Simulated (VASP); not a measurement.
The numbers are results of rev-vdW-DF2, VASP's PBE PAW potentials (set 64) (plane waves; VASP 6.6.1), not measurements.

VASP input:

File POSCAR:
```
CdS
1.0
  2.1281964448  -3.6861441915   0.0000000000
  2.1281964448   3.6861441915   0.0000000000
  0.0000000000   0.0000000000   6.9170329049
Cd S
2 2
Cart
  2.1281964448  -1.2287171879   3.4586199285
  2.1281964448   1.2287171879   0.0001034760
  2.1281964448  -1.2287171879   6.0661343816
  2.1281964448   1.2287171879   2.6076179291
```

File KPOINTS:
```
Regular mesh
0
G
6 6 4
0 0 0
```

INCAR:
```
AGGAC  =  0.0
ALGO  =  Normal
EDIFF  =  1E-7
EDIFFG  =  -0.01
ENCUT  =  520
GGA  =  MK
IBRION  =  2
ISIF  =  4
ISMEAR  =  0
LASPH  =  .True.
LCHARG  =  .False.
LMAXMIX  =  4
LREAL  =  .False.
LUSE_VDW  =  .True.
LWAVE  =  .False.
NELM  =  100
NSW  =  30
PARAM1  =  0.1234568
PARAM2  =  0.7114
PREC  =  Accurate
SIGMA  =  0.05
SYSTEM  =  CdS
ZAB_VDW  =  -1.8867
```

POTCAR, in this order: Cd S (PBE.64 set). Program: vasp_std.

The resulting files:

**OSZICAR**
```
       N       E                     dE             d eps       ncg     rms          rms(c)
DAV:   1     0.254371836343E+03    0.25437E+03   -0.17522E+04   924   0.148E+03
DAV:   2     0.991729129424E+01   -0.24445E+03   -0.23924E+03  1020   0.355E+02
DAV:   3    -0.475243505497E+01   -0.14670E+02   -0.14589E+02  1116   0.843E+01
DAV:   4    -0.492310126707E+01   -0.17067E+00   -0.17059E+00  1038   0.924E+00
DAV:   5    -0.492599863101E+01   -0.28974E-02   -0.28972E-02  1116   0.119E+00    0.945E+00
DAV:   6    -0.384061157621E+01    0.10854E+01   -0.27714E+00  1182   0.162E+01    0.767E+00
DAV:   7    -0.382915054265E+01    0.11461E-01   -0.65443E-01  1062   0.474E+00    0.399E+00
DAV:   8    -0.382629978166E+01    0.28508E-02   -0.84927E-02  1052   0.303E+00    0.414E-01
DAV:   9    -0.382345897412E+01    0.28408E-02   -0.18225E-02  1164   0.157E+00    0.107E-01
DAV:  10    -0.382365112857E+01   -0.19215E-03   -0.11127E-03  1014   0.278E-01    0.915E-02
DAV:  11    -0.382371476860E+01   -0.63640E-04   -0.16144E-04  1084   0.945E-02    0.679E-02
DAV:  12    -0.382370477338E+01    0.99952E-05   -0.10661E-04  1050   0.708E-02    0.568E-03
DAV:  13    -0.382370444619E+01    0.32719E-06   -0.70754E-06  1068   0.198E-02    0.519E-03
DAV:  14    -0.382370469022E+01   -0.24403E-06   -0.81572E-07  1082   0.654E-03    0.279E-03
DAV:  15    -0.382370444705E+01    0.24317E-06   -0.48520E-07   858   0.700E-03    0.130E-03
DAV:  16    -0.382370442624E+01    0.20808E-07   -0.86708E-08   546   0.156E-03
   1 F= -.38237044E+01 E0= -.38237044E+01  d E =-.382370E+01
       N       E                     dE             d eps       ncg     rms          rms(c)
DAV:   1    -0.382383644451E+01   -0.13200E-03   -0.66409E-03   936   0.586E-01    0.537E-02
DAV:   2    -0.382376871840E+01    0.67726E-04   -0.11686E-04  1080   0.107E-01    0.279E-02
DAV:   3    -0.382373976601E+01    0.28952E-04   -0.46777E-05  1112   0.543E-02    0.104E-02
DAV:   4    -0.382373804542E+01    0.17206E-05   -0.80080E-06  1086   0.234E-02    0.564E-03
DAV:   5    -0.382373791265E+01    0.13277E-06   -0.39200E-07  1028   0.477E-03    0.207E-03
DAV:   6    -0.382373791732E+01   -0.46716E-08   -0.47181E-08   498   0.181E-03
   2 F= -.38237379E+01 E0= -.38237379E+01  d E =-.334911E-04
```

File OUTCAR:
```
------------------------ aborting loop because EDIFF is reached ----------------------------------------
  FORCE on cell =-STRESS in cart. coord.  units (eV):
  Direction    XX          YY          ZZ          XY          YZ          ZX
  --------------------------------------------------------------------------------------
  Total       -1.9689932     -1.9689930     -1.9365484      0.0000000      0.0000000      0.0000000
  in kB      -29.0683862    -29.0683835    -28.5894016      0.0000000      0.0000000      0.0000000
  external PRESSURE =     -28.9087238 kB  Pullay stress =       0.0000000 kB
  volume of cell :      108.53
      direct lattice vectors                 reciprocal lattice vectors
     2.127654036 -3.685204721  0.000000000     0.235000612 -0.135677673  0.000000000
     2.127654036  3.685204721  0.000000000     0.235000612  0.135677673  0.000000000
     0.000000000  0.000000000  6.920560095     0.000000000  0.000000000  0.144496975
  FREE ENERGIE OF THE ION-ELECTRON SYSTEM (eV)
  ---------------------------------------------------
  free  energy   TOTEN  =        -3.8237379173 eV

  energy  without entropy=       -3.8237379173  energy(sigma->0) =       -3.82373792

 reached required accuracy - stopping structural energy minimisation
```
(Selected blocks of OUTCAR.)

### CONTCAR
```
CdS
   1.00000000000000
     2.1276540361049925   -3.6852047206950918    0.0000000000000000
     2.1276540361049925    3.6852047206950918    0.0000000000000000
     0.0000000000000000    0.0000000000000000    6.9205600947975583
  Cd              S
     2     2
Direct
     0.6666669999999968    0.3333330000000032    0.5000605261223304
     0.3333330000000032    0.6666669999999968    0.0000605261223305
     0.6666669999999968    0.3333330000000032    0.8769394738776720
     0.3333330000000032    0.6666669999999968    0.3769394738776720
```

### OUTCAR
```
 val. band max:        0.4851666621   @ k =   0.0000   0.0000   0.0000

 cond. band min:       1.3435472280   @ k =   0.0000   0.0000   0.0000


 Fermi energy:         0.7161269704

 k-point     1 :       0.0000    0.0000    0.0000
  band No.  band energies     occupation
      1     -11.3771      2.00000
      2     -11.0183      2.00000
      3      -6.9751      2.00000
      4      -6.9707      2.00000
      5      -6.9706      2.00000
      6      -6.9052      2.00000
      7      -6.9052      2.00000
      8      -6.6542      2.00000
      9      -6.6542      2.00000
     10      -6.5836      2.00000
     11      -6.5836      2.00000
     12      -6.3058      2.00000
     13      -3.4241      2.00000
     14      -0.1591      2.00000
     15      -0.1591      2.00000
     16       0.4527      2.00000
     17       0.4851      2.00000
     18       0.4852      2.00000
     19       1.3435      0.00000
     20       3.0365      0.00000
     21       6.8803      0.00000
     22       6.8803      0.00000

 k-point     2 :       0.1667    0.0000    0.0000
  band No.  band energies     occupation
      1     -11.2977      2.00000
      2     -10.9841      2.00000
      3      -6.9504      2.00000
      4      -6.9409      2.00000
      5      -6.9052      2.00000
      6      -6.8666      2.00000
      7      -6.8630      2.00000
      8      -6.6695      2.00000
      9      -6.6526      2.00000
     10      -6.6099      2.00000
     11      -6.5775      2.00000
     12      -6.2560      2.00000
     13      -3.2666      2.00000
     14      -1.0478      2.00000
     15      -0.6952      2.00000
     16      -0.4326      2.00000
     17       0.2826      2.00000
     18       0.3237      2.00000
     19       2.5075      0.00000
     20       3.8593      0.00000
     21       6.1428      0.00000
     22       7.1590      0.00000

 k-point     3 :       0.3333   -0.0000    0.0000
  band No.  band energies     occupation
      1     -11.1268      2.00000
...
```

The compound is CdS in the wurtzite structure. This cell is one point of a volume scan, at 1.06 of the reference volume. Symmetry was kept, so distortions that lower it aren't found.
